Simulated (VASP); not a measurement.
Here is the system:

```
BeS
1.0
    0.00000     2.43185     2.43185
    2.43185     0.00000     2.43185
    2.43185     2.43185     0.00000
Be S
1 1
Cartesian
  0.00000   0.00000   0.00000
  1.21593   1.21593   1.21593
```

Method: PBE GGA with D3 dispersion (Becke-Johnson damping), VASP's PBE PAW potentials (set 64) (plane waves; VASP). Settings: 520 eV cut-off, 9×9×9 Γ-centred mesh, Gaussian smearing of 0.050 eV, potentials Be S.

Problem. What does the run give for the energy per atom (σ→0), pressure?

Solution. 
```yaml
energy per atom (σ→0): -5.305 eV/atom
pressure: -2.79 GPa
```

Only differences to runs with the same potentials and settings are physical.

The compound is BeS in the zinc blende structure. This cell is one point of a volume scan, at 1.03 of the reference volume.
